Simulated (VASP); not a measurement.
Consider the following.

```yaml
crystal:
  lattice:
    - [-0.01162, 3.85289, 3.92340]
    - [3.85289, -0.01162, 3.92340]
    - [1.92064, 1.92064, 0.00000]
  atoms:
    - { symbol: Ir, position: [0.00000, 0.00000, 0.00000] }
    - { symbol: Ir, position: [0.00000, 0.50000, 0.00000] }
    - { symbol: Ir, position: [0.50000, 0.00000, 0.00000] }
    - { symbol: Ag, position: [0.50000, 0.50000, 0.00000] }
```

All values below come from PBEsol GGA, VASP's PBE PAW potentials (set 64) (plane waves; VASP). Settings: 400 eV cut-off, Gaussian smearing of 0.050 eV, potentials Ir Ag.

Problem. Give the energies of bands 9 to 22 at the high-symmetry points, in eV from the Fermi level.

Solution. 
```json
[
 {"band": "9", "Γ": "-4.22", "Y": "-4.33", "C0": "-4.15", "Z": "-4.36", "A0": "-4.22", "T": "-3.97", "S": "-4.01", "R": "-4.68"},
 {"band": "10", "Γ": "-3.95", "Y": "-4.09", "C0": "-4.07", "Z": "-4.21", "A0": "-3.17", "T": "-3.59", "S": "-3.95", "R": "-3.37"},
 {"band": "11", "Γ": "-3.44", "Y": "-4.07", "C0": "-4.00", "Z": "-4.16", "A0": "-2.37", "T": "-2.17", "S": "-3.77", "R": "-3.20"},
 {"band": "12", "Γ": "-3.26", "Y": "-3.90", "C0": "-3.95", "Z": "-3.84", "A0": "-2.34", "T": "-0.62", "S": "-3.49", "R": "-3.08"},
 {"band": "13", "Γ": "-1.91", "Y": "-3.31", "C0": "-3.37", "Z": "-3.17", "A0": "-1.76", "T": "-0.48", "S": "-3.18", "R": "-2.97"},
 {"band": "14", "Γ": "-1.73", "Y": "-2.50", "C0": "-3.23", "Z": "-2.63", "A0": "-0.87", "T": "-0.35", "S": "-3.05", "R": "-1.95"},
 {"band": "15", "Γ": "-0.50", "Y": "-2.48", "C0": "-1.77", "Z": "-2.14", "A0": "-0.32", "T": "-0.07", "S": "-2.76", "R": "-1.82"},
 {"band": "16", "Γ": "-0.42", "Y": "-1.73", "C0": "-1.71", "Z": "-1.81", "A0": "-0.09", "T": "-0.03", "S": "-2.00", "R": "-1.41"},
 {"band": "17", "Γ": "-0.27", "Y": "-1.19", "C0": "-1.36", "Z": "-1.18", "A0": "0.27", "T": "0.13", "S": "-1.30", "R": "-1.41"},
 {"band": "18", "Γ": "0.14", "Y": "-1.16", "C0": "-1.32", "Z": "-0.93", "A0": "0.31", "T": "1.27", "S": "-0.87", "R": "0.17"},
 {"band": "19", "Γ": "0.22", "Y": "-1.12", "C0": "-0.96", "Z": "-0.64", "A0": "0.76", "T": "1.38", "S": "-0.46", "R": "1.40"},
 {"band": "20", "Γ": "0.51", "Y": "-0.69", "C0": "-0.18", "Z": "2.05", "A0": "1.30", "T": "1.48", "S": "-0.38", "R": "1.48"},
 {"band": "21", "Γ": "1.25", "Y": "-0.64", "C0": "-0.16", "Z": "2.52", "A0": "2.36", "T": "1.53", "S": "0.04", "R": "2.70"},
 {"band": "22", "Γ": "1.54", "Y": "0.41", "C0": "0.44", "Z": "3.40", "A0": "2.52", "T": "2.04", "S": "1.39", "R": "3.66"}
]
```

It has no gap at this level: it comes out as a metal or semimetal.

The structure was generated: AgIr3 was put into an ordered model structure (Cmmm), which need not be its known phase. It was relaxed first.
